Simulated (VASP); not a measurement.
Input:

```
CELL_PARAMETERS angstrom
      3.78127     0.00000     0.00000
      0.00000     3.78127     0.00000
      0.00000     0.00000     3.78127
ATOMIC_POSITIONS crystal
  Cu 0.00000 0.50000 0.50000
  Cu 0.50000 0.00000 0.50000
  Cu 0.50000 0.50000 0.00000
  Au 0.00000 0.00000 0.00000
```

Method: optB88-vdW, VASP's PBE PAW potentials (set 64) (plane waves; VASP). Settings: 520 eV cut-off, Gaussian smearing of 0.050 eV, potentials Cu Au.

**Question.** Give the energies of bands 12 to 25 at the high-symmetry points, in eV from the Fermi level.

**Answer.** 
```
band      Γ      X      M      R
----  -----  -----  -----  -----
12    -2.34  -2.64  -3.15  -2.94
13    -1.77  -2.54  -3.15  -1.75
14    -1.74  -2.54  -2.50  -1.75
15    -1.74  -2.38  -2.50  -1.75
16    -1.63  -2.38  -2.50  -1.73
17    -1.63  -2.36  -2.37  -1.73
18    -1.63  -2.29  -2.37  -1.70
19    -1.49  -2.08  -2.28  -1.70
20    -1.49  -2.01  -2.21  -1.70
21    -1.49  -1.63  -0.61  -0.92
22     1.33  -1.50  -0.61  -0.88
23     1.33   5.70  -0.54  -0.88
24     1.33   5.70   0.24  -0.88
25     5.73   6.45   8.44   2.21
```

It has no gap at this level: it comes out as a metal or semimetal.

The compound is Cu3Au in the L1_2 structure. It was relaxed first.
